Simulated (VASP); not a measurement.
# SiO2 (P3_221) under a change of volume, part 2 of 3

Wanted: the response of SiO2 to a change of volume, as a table, with a fit that predicts a row left out.

VASP 6.6.1, plane waves and PAW; the level of theory is named at each step.

So far: The starting structure; Relax the crystal, LDA; Relax at fixed volume, LDA.

### 4. Dielectric response, LDA

Linear response gives the dielectric tensors, Born charges and zone-centre modes.

Level: LDA; plane waves and PAW (Si, O).

INCAR reads:

```
SYSTEM = SiO2
PREC = Accurate
ENCUT = 600
EDIFF = 1E-08
NELM = 120
ISMEAR = 0
SIGMA = 0.02
LREAL = .FALSE.
ALGO = Normal
GGA = CA
NBANDS = 33
LASPH = .TRUE.
LWAVE = .FALSE.
LCHARG = .FALSE.
KPAR = 8
LEPSILON = .TRUE.
IBRION = 8
NSW = 1
```

POSCAR reads:

```
SiO2
1.0
    4.7847024659      0.0000000009      0.0000000000
   -2.3923512274      4.1436738826      0.0000000000
    0.0000000000      0.0000000000      5.3097080525
Si O
3 6
Direct
    0.4574444219      0.0000000000      0.6666666670
    0.0000000000      0.4574444219      0.3333333330
    0.5425555781      0.5425555781      0.0000000000
    0.4071554084      0.2875047371      0.7703064837
    0.7124952629      0.1196506714      0.4369731507
    0.8803493286      0.5928445916      0.1036398167
    0.2875047371      0.4071554084      0.2296935163
    0.1196506714      0.7124952629      0.5630268493
    0.5928445916      0.8803493286      0.8963601833
```

KPOINTS reads:

```
Automatic mesh
0
Gamma
6 6 4
0 0 0
```

PAW data sets: Si and O (LDA family, release 64).

Command:

```bash
$ mpirun -np 8 vasp_std
```

Output:

```text
[... set-up lines as in an earlier step ...]
 entering main loop
       N       E                     dE             d eps       ncg     rms          rms(c)
DAV:   1     0.282746474966E+03    0.28275E+03   -0.27809E+04  1584   0.152E+03
DAV:   2    -0.701471079313E+02   -0.35289E+03   -0.34243E+03  2029   0.322E+02
DAV:   3    -0.873886058702E+02   -0.17241E+02   -0.17179E+02  1984   0.752E+01
DAV:   4    -0.875741832560E+02   -0.18558E+00   -0.18536E+00  1984   0.872E+00
[...]
DAV:  13    -0.778973033813E+02   -0.47744E-07   -0.16711E-06  1984   0.736E-03    0.120E-03
DAV:  14    -0.778973034104E+02   -0.29121E-07   -0.58357E-08  1936   0.148E-03    0.656E-04
DAV:  15    -0.778973034140E+02   -0.36307E-08   -0.17153E-08  1392   0.711E-04
   1 F= -.77897303E+02 E0= -.77897303E+02  d E =-.728921E-16
 Linear response reoptimize wavefunctions to high precision
DAV:   1    -0.778973034138E+02    0.24465E-09   -0.18799E-09  1352   0.252E-04
DAV:   2    -0.778973034138E+02   -0.40927E-10   -0.15683E-10  1312   0.739E-05
 Linear response G [H, r] |phi>, progress :
  Direction:   1
       N       E                     dE             d eps       ncg     rms
RMM:   1    -0.184707970128E+03   -0.18471E+03    0.16419E+02  3615   0.971E+01
RMM:   2    -0.172109818575E+03    0.12598E+02   -0.10487E+01  2738   0.185E+01
RMM:   3    -0.172196700469E+03   -0.86882E-01   -0.17421E-01  2868   0.217E+00
RMM:   4    -0.172199879474E+03   -0.31790E-02   -0.46916E-03  2995   0.332E-01
[...]
RMM:   8    -0.172199917091E+03    0.33110E-06   -0.13663E-04  3065   0.176E-02
RMM:   9    -0.172199917764E+03   -0.67389E-06   -0.13290E-04  3061   0.176E-02
RMM:  10    -0.172199917729E+03    0.35585E-07    0.79965E-05  3084   0.175E-02
 Linear response G [H, r] |phi>, progress :
  Direction:   2
       N       E                     dE             d eps       ncg     rms
RMM:   1    -0.183876602543E+03   -0.18388E+03    0.16733E+02  3599   0.970E+01
RMM:   2    -0.172107524863E+03    0.11769E+02   -0.10366E+01  2727   0.184E+01
RMM:   3    -0.172195685315E+03   -0.88160E-01   -0.16830E-01  2855   0.215E+00
RMM:   4    -0.172198994459E+03   -0.33091E-02   -0.37821E-03  2994   0.341E-01
[...]
RMM:   8    -0.172199146945E+03   -0.17169E-06   -0.69971E-05  3056   0.171E-02
RMM:   9    -0.172199147575E+03   -0.63027E-06   -0.64218E-05  3039   0.170E-02
RMM:  10    -0.172199147692E+03   -0.11715E-06   -0.40946E-05  3061   0.170E-02
 Linear response G [H, r] |phi>, progress :
  Direction:   3
       N       E                     dE             d eps       ncg     rms
RMM:   1    -0.184128402925E+03   -0.18413E+03    0.16516E+02  3606   0.969E+01
RMM:   2    -0.172063293391E+03    0.12065E+02   -0.10713E+01  2702   0.185E+01
RMM:   3    -0.172149006721E+03   -0.85713E-01   -0.18733E-01  2825   0.220E+00
[...]
RMM:  17    -0.255745890609E-01   -0.25794E-10   -0.51975E-07 10539   0.147E-04    0.166E-07
RMM:  18    -0.255745880292E-01    0.10317E-08   -0.48847E-07 10707   0.146E-04    0.135E-07
RMM:  19    -0.255745864376E-01    0.15916E-08   -0.54066E-07 10911   0.146E-04    0.871E-08
 first order change of Fermi-energy  -0.71990E-02
 force on displaced ion       1 direction 3 :   0.000  -2.533 -48.821
 Born effective charge ion    1 direction 3 :   0.000  -0.338   3.426
 Linear response progress:
  Degree of freedom:   4/  6
       N       E                     dE             d eps       ncg     rms          rms(c)
RMM:   1    -0.372132123663E+00   -0.37213E+00    0.28473E-01  9953   0.308E+00
RMM:   2    -0.363328945633E+00    0.88032E-02   -0.82578E-03  8254   0.469E-01    0.255E-01
RMM:   3    -0.364242317986E+00   -0.91337E-03   -0.20218E-03  9052   0.204E-01    0.132E-01
RMM:   4    -0.365717376421E+00   -0.14751E-02   -0.68561E-04  8110   0.123E-01    0.387E-02
[...]
RMM:  13    -0.366023003472E+00    0.11588E-07    0.55641E-08 10022   0.408E-04    0.290E-06
RMM:  14    -0.366023034120E+00   -0.30648E-07   -0.11910E-08 10178   0.404E-04    0.187E-06
RMM:  15    -0.366023026536E+00    0.75841E-08    0.58168E-08 10397   0.401E-04    0.435E-07
 first order change of Fermi-energy  -0.73514E-01
 force on displaced ion       4 direction 1 : -15.237  12.744   5.705
 Born effective charge ion    4 direction 1 :  -1.314   0.404   0.195
 Linear response progress:
  Degree of freedom:   5/  6
       N       E                     dE             d eps       ncg     rms          rms(c)
RMM:   1    -0.373984674947E+00   -0.37398E+00    0.40631E-01  9669   0.318E+00
RMM:   2    -0.367103823331E+00    0.68809E-02   -0.97207E-03  8381   0.507E-01    0.337E-01
RMM:   3    -0.367545439974E+00   -0.44162E-03   -0.23326E-03  8124   0.225E-01    0.185E-01
RMM:   4    -0.369615596952E+00   -0.20702E-02   -0.25340E-03  9154   0.198E-01    0.543E-02
[...]
RMM:  22    -0.369530360805E+00   -0.12909E-10   -0.16868E-07 11494   0.453E-04    0.146E-07
RMM:  23    -0.369530361145E+00   -0.34046E-09   -0.15447E-07 11649   0.452E-04    0.164E-07
RMM:  24    -0.369530361065E+00    0.80851E-10   -0.17081E-07 11769   0.452E-04    0.145E-07
 first order change of Fermi-energy  -0.14362E+00
 force on displaced ion       4 direction 2 :  12.741 -34.399 -22.483
 Born effective charge ion    4 direction 2 :   0.464  -1.974  -0.684
 Linear response progress:
  Degree of freedom:   6/  6
       N       E                     dE             d eps       ncg     rms          rms(c)
RMM:   1    -0.376070311931E+00   -0.37607E+00    0.34387E-01  9737   0.315E+00
RMM:   2    -0.367665504735E+00    0.84048E-02   -0.93304E-03  8366   0.500E-01    0.301E-01
RMM:   3    -0.368263664263E+00   -0.59816E-03   -0.22890E-03  8692   0.217E-01    0.162E-01
RMM:   4    -0.370009976034E+00   -0.17463E-02   -0.15600E-03  8795   0.166E-01    0.469E-02
[...]
RMM:  12    -0.370073530582E+00   -0.15789E-06    0.32855E-08  9748   0.430E-04    0.591E-06
RMM:  13    -0.370073504128E+00    0.26455E-07   -0.58533E-09  9979   0.424E-04    0.273E-06
RMM:  14    -0.370073507282E+00   -0.31547E-08   -0.77191E-08 10106   0.419E-04    0.929E-07
 first order change of Fermi-energy   0.39208E-01
 force on displaced ion       4 direction 3 :   5.709 -22.483 -25.921
 Born effective charge ion    4 direction 3 :   0.269  -0.637  -1.713
 Born effective charges drift removed
 Linear response finished
```

It took 11 min on 8 MPI ranks of AMD EPYC 7R43, shared host; peak memory 6.4 GiB.

OUTCAR, selected parts (step 4):

```text
  LATTYP: Found a hexagonal cell.
 ALAT       =     4.7847024659
 C/A-ratio  =     1.1097258587

 Subroutine GETGRP returns: Found  6 space group operations
 (whereof  2 operations were pure point group operations)

The static configuration has the point symmetry C_2 .
 The point group associated with its full space group is D_3 .

 Found     24 irreducible k-points:

   k-points           NKPTS =     24   k-points in BZ     NKDIM =     24   number of bands    NBANDS=     33

   dimension x,y,z NGX =    40 NGY =   40 NGZ =   42
   dimension x,y,z NGXF=    80 NGYF=   80 NGZF=   84

   ENCUT  =  600.0 eV  44.10 Ry    6.64 a.u.   9.56  9.56 10.60*2*pi/ulx,y,z

   NELECT =      48.0000    total number of electrons

  Total        1.0898960      1.0898960      1.0550820      0.0000000      0.0000000      0.0000000
  in kB       16.5876356     16.5876356     16.0577857      0.0000000      0.0000000      0.0000000
  external PRESSURE =      16.4110190 kB  Pullay stress =       0.0000000 kB

  energy-cutoff  :      600.00
  volume of cell :      105.27
      direct lattice vectors                 reciprocal lattice vectors
     4.784702466  0.000000001  0.000000000     0.208999412  0.120665866  0.000000000
    -2.392351227  4.143673883  0.000000000    -0.000000000  0.241331733  0.000000000
     0.000000000  0.000000000  5.309708053     0.000000000  0.000000000  0.188334272

 POSITION                                       TOTAL-FORCE (eV/Angst)
 -----------------------------------------------------------------------------------
      2.18874      0.00000      3.53981        -0.003623     -0.000000     -0.000000
     -1.09437      1.89550      1.76990         0.001811     -0.003137      0.000000
      1.29798      2.24817      0.00000         0.001811      0.003137      0.000000
      1.26031      1.19133      4.09010         0.002325      0.000746      0.002776
      3.12283      0.49579      2.32020        -0.001808      0.001640      0.002776
      2.79392      2.45655      0.55030        -0.000516     -0.002386      0.002776
      0.40157      1.68712      1.21961        -0.000516      0.002386     -0.002776
     -1.13205      2.95235      2.98951         0.002325     -0.000746     -0.002776
      0.73048      3.64788      4.75941        -0.001808     -0.001640     -0.002776
 -----------------------------------------------------------------------------------
    total drift:                               -0.000001     -0.000001      0.000000

 MACROSCOPIC STATIC DIELECTRIC TENSOR (including local field effects in DFT)
 ------------------------------------------------------
           2.579484     0.000000     0.000000
           0.000000     2.579484     0.000000
          -0.000000     0.000000     2.616886
 ------------------------------------------------------

 PIEZOELECTRIC TENSOR (including local field effects)  for field in x, y, z        (C/m^2)
          XX          YY          ZZ          XY          YZ          ZX
  --------------------------------------------------------------------------------
  x    -0.19362     0.19362    -0.00000     0.00000    -0.07925     0.00000
  y     0.00000     0.00000    -0.00000     0.19362     0.00000     0.07925
  z     0.00000    -0.00000     0.00000     0.00000     0.00000     0.00000

 BORN EFFECTIVE CHARGES (including local field effects) (in |e|, cummulative output)
 ---------------------------------------------------------------------------------
 ion    1
    1     2.99306     0.00000    -0.00000
    2     0.00000     3.58234    -0.33857
    3     0.00000     0.29299     3.42571
 ion    2
    1     3.43502     0.25517     0.29321
    2     0.25517     3.14038     0.16928
    3    -0.25373    -0.14649     3.42571
 ion    3
    1     3.43502    -0.25517    -0.29321
    2    -0.25517     3.14038     0.16928
    3     0.25373    -0.14649     3.42571
 ion    4
    1    -1.31404     0.46389     0.26875
    2     0.40388    -1.97366    -0.63658
    3     0.19497    -0.68380    -1.71285
 ion    5
    1    -1.43300    -0.47257     0.41692
    2    -0.53257    -1.85470     0.55104
    3     0.49471     0.51075    -1.71285
 ion    6
    1    -2.18451     0.09868    -0.68567
    2     0.03868    -1.10319     0.08554
    3    -0.68967     0.17306    -1.71285
 ion    7
    1    -2.18451    -0.09868     0.68567
    2    -0.03868    -1.10319     0.08554
    3     0.68967     0.17306    -1.71285
 ion    8
    1    -1.31404    -0.46389    -0.26875
    2    -0.40388    -1.97366    -0.63658
    3    -0.19497    -0.68380    -1.71285
 ion    9
    1    -1.43300     0.47257    -0.41692
    2     0.53257    -1.85470     0.55104
    3    -0.49471     0.51075    -1.71285

 Eigenvectors and eigenvalues of the dynamical matrix
 ----------------------------------------------------

   1 f  =   34.208099 THz   214.935824 2PiTHz 1141.059354 cm-1   141.473266 meV
             X         Y         Z           dx          dy          dz
      2.188735  0.000000  3.539805    -0.003071    0.105538    0.243003
     -1.094368  1.895501  1.769903    -0.015143   -0.002798    0.033415
      1.297984  2.248173  0.000000    -0.102928    0.061824   -0.276418
      1.260305  1.191326  4.090103     0.012774    0.024486    0.023149
      3.122831  0.495793  2.320200     0.238068    0.291873   -0.282292
      2.793917  2.456555  0.550297     0.356986   -0.036932    0.259144
[...]
0.401566  1.687119  1.219606    -0.303169   -0.021182    0.175713
     -1.132046  2.952348  2.989508     0.133240    0.273144    0.175713
      0.730480  3.647881  4.759411     0.169929   -0.251961    0.175713

   5 f  =   31.995382 THz   201.032917 2PiTHz 1067.251080 cm-1   132.322210 meV
             X         Y         Z           dx          dy          dz
      2.188735  0.000000  3.539805     0.158359    0.197090   -0.074710
     -1.094368  1.895501  1.769903     0.275256    0.184064    0.125248
      1.297984  2.248173  0.000000     0.205527    0.089341   -0.050538
      1.260305  1.191326  4.090103     0.032007    0.001845   -0.021302
      3.122831  0.495793  2.320200    -0.207300   -0.275522    0.278190
      2.793917  2.456555  0.550297    -0.327853    0.070408   -0.256888
      0.401566  1.687119  1.219606    -0.294029   -0.028154    0.241427
     -1.132046  2.952348  2.989508    -0.121646   -0.351394   -0.288648
      0.730480  3.647881  4.759411     0.072097   -0.040486    0.047221

   6 f  =   31.995382 THz   201.032917 2PiTHz 1067.251079 cm-1   132.322210 meV
             X         Y         Z           dx          dy          dz
      2.188735  0.000000  3.539805     0.116573   -0.267736    0.101490
     -1.094368  1.895501  1.769903     0.129599   -0.150839    0.013956
      1.297984  2.248173  0.000000     0.224322   -0.220568   -0.115446
      1.260305  1.191326  4.090103    -0.137358    0.367438    0.308927
      3.122831  0.495793  2.320200     0.140010    0.128131   -0.136015
      2.793917  2.456555  0.550297    -0.205920    0.007577   -0.172912
      0.401566  1.687119  1.219606    -0.251869   -0.064977    0.193914
     -1.132046  2.952348  2.989508     0.071372    0.107406    0.112125
      0.730480  3.647881  4.759411    -0.239537    0.301149   -0.306039

   7 f  =   24.179057 THz   151.921498 2PiTHz  806.526541 cm-1    99.996502 meV
             X         Y         Z           dx          dy          dz
      2.188735  0.000000  3.539805     0.490866   -0.175672    0.103321
     -1.094368  1.895501  1.769903    -0.288799   -0.088797   -0.173212
      1.297984  2.248173  0.000000     0.176270    0.542976    0.069891
      1.260305  1.191326  4.090103    -0.254417    0.034755   -0.147798
      3.122831  0.495793  2.320200    -0.048873    0.097010    0.066936
      2.793917  2.456555  0.550297    -0.097731   -0.112124    0.080862
      0.401566  1.687119  1.219606     0.090527   -0.128644    0.094354
     -1.132046  2.952348  2.989508    -0.096272   -0.022673    0.051589
      0.730480  3.647881  4.759411    -0.094647   -0.237431   -0.145943

   8 f  =   24.179057 THz   151.921498 2PiTHz  806.526540 cm-1    99.996502 meV
             X         Y         Z           dx          dy          dz
      2.188735  0.000000  3.539805    -0.361343   -0.238642    0.140356
     -1.094368  1.895501  1.769903    -0.274468    0.541024    0.019300
      1.297984  2.248173  0.000000     0.357305    0.075955   -0.159656
      1.260305  1.191326  4.090103     0.021661   -0.012931    0.008040
      3.122831  0.495793  2.320200     0.083915   -0.218474   -0.132017
      2.793917  2.456555  0.550297    -0.125218   -0.169616    0.123977
      0.401566  1.687119  1.219606     0.130521   -0.157455    0.114045
     -1.132046  2.952348  2.989508     0.236493    0.029344   -0.138735
      0.730480  3.647881  4.759411     0.021734    0.027719    0.024690

   9 f  =   23.170028 THz   145.581580 2PiTHz  772.868947 cm-1    95.823494 meV
             X         Y         Z           dx          dy          dz
      2.188735  0.000000  3.539805    -0.000000    0.500003   -0.189694
     -1.094368  1.895501  1.769903    -0.433015   -0.250001   -0.189694
      1.297984  2.248173  0.000000     0.433015   -0.250001   -0.189694
      1.260305  1.191326  4.090103     0.087939   -0.012405    0.125643
      3.122831  0.495793  2.320200    -0.033226    0.082360    0.125643
      2.793917  2.456555  0.550297    -0.054713   -0.069955    0.125643
      0.401566  1.687119  1.219606     0.054713   -0.069955    0.125643
     -1.132046  2.952348  2.989508    -0.087939   -0.012405    0.125643
      0.730480  3.647881  4.759411     0.033226    0.082360    0.125643

  10 f  =   21.197119 THz   133.185424 2PiTHz  707.059770 cm-1    87.664199 meV
             X         Y         Z           dx          dy          dz
      2.188735  0.000000  3.539805    -0.074912    0.153505    0.352997
     -1.094368  1.895501  1.769903     0.228017    0.119751   -0.591782
      1.297984  2.248173  0.000000     0.047320   -0.125716    0.238785
      1.260305  1.191326  4.090103    -0.057959    0.188989    0.088654
      3.122831  0.495793  2.320200     0.119734   -0.116353   -0.167215
      2.793917  2.456555  0.550297    -0.233547   -0.117569    0.078561
    [... 205 further lines ...]
     -1.132046  2.952348  2.989508    -0.229706   -0.190056    0.000908
      0.730480  3.647881  4.759411    -0.229520   -0.188481   -0.000186

 MACROSCOPIC STATIC DIELECTRIC TENSOR IONIC CONTRIBUTION
 ------------------------------------------------------
           2.205443     0.000000    -0.000000
           0.000000     2.205443    -0.000000
          -0.000000    -0.000000     2.365088
 ------------------------------------------------------

 ELASTIC MODULI CONTR FROM IONIC RELAXATION (kBar)
 Direction    XX          YY          ZZ          XY          YZ          ZX
 --------------------------------------------------------------------------------
 XX       -3008.9443   -810.5856  -1301.6816     -0.0000    385.2066      0.0000
 YY        -810.5856  -3008.9443  -1301.6816     -0.0000   -385.2066     -0.0000
 ZZ       -1301.6816  -1301.6816  -2325.0432     -0.0000     -0.0000      0.0000
 XY          -0.0000     -0.0000     -0.0000  -1099.2052     -0.0000    386.1735
 YZ         385.2066   -385.2066     -0.0000     -0.0000  -1293.9654     -0.0000
 ZX           0.0000     -0.0000      0.0000    386.1735     -0.0000  -1296.5918
 --------------------------------------------------------------------------------

 PIEZOELECTRIC TENSOR IONIC CONTR  for field in x, y, z        (C/m^2)
          XX          YY          ZZ          XY          YZ          ZX
  --------------------------------------------------------------------------------
  x     0.38358    -0.38358    -0.00000    -0.00000     0.16809     0.00000
  y    -0.00000    -0.00000     0.00000    -0.38358     0.00000    -0.17108
  z     0.00000    -0.00000     0.00000    -0.00386     0.00000     0.00000

[... 3 further parts left out ...]
```

Read from the output:

* ε∞, diagonal: 2.58, 2.58, 2.62

[end of part 2 of 3]

[Lines on the potential files, build, host, timing and source positions are cut from VASP's logs without a mark.]

[Logs are printed without paths, hosts, clocks, repeated set-up lines and the standing remarks that a program may print on its own settings, such as how far it seeks lower states.]

[Hosts, paths, dates, database ids (printed as entryN), source tags and the programs' standing remarks are cut or masked in the printed files.]

[In band tables of VASP the shares of atoms and orbitals are scaled to a sum of 1 inside the atoms' spheres.]
